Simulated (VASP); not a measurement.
NiMoIrPdW:

```
Ni Mo Pd Ir W
1.0
     4.11705    0.00000    0.00000
    -2.05853    3.56547    0.00000
     0.00000    0.00000    5.44580
Ni Mo Pd Ir W
1 1 1 1 1
Direct
  0.00000 0.00000 0.95775
  0.66667 0.33333 0.96161
  0.66667 0.33333 0.46295
  0.33333 0.66667 0.72572
  0.33333 0.66667 0.23642
```

The cell was built by a generator and needn't be a form met in nature.

Base run:

- Program: VASP 6.6.1
- Functional: PBE
- Potentials or basis: VASP PAW PBE potentials, release 64 (Ni, Mo_sv, Pd, Ir, W_sv)
- Cutoff: 520 eV
- k mesh: 8 × 8 × 5
- Occupations: fermi-dirac, width 0.05 eV
- Spin: collinear spin, ferromagnetic start
- Starting moments: [1.0, 1.0, 0.0, 0.6, 0.0] μB

Its results: band gap on the k mesh none (metal or under the smearing width); pressure 0.3 GPa; net moment 0.00 μB per cell; largest force 0.041 eV/Å.

Q: The run is repeated on the same cell with these changes: dispersion from none to TS. What comes out?

A: Band gap on the k mesh none (metal or under the smearing width); pressure -8.5 GPa; net moment 0.00 μB per cell; largest force 0.105 eV/Å.

Dispersion adds attraction, which lowers the pressure at fixed volume.

Caveats: atom-pairwise D2, TS and ULG terms overbind metals (some runs); pairwise dispersion overbinds metals, which lowers pressure and volume (some runs).
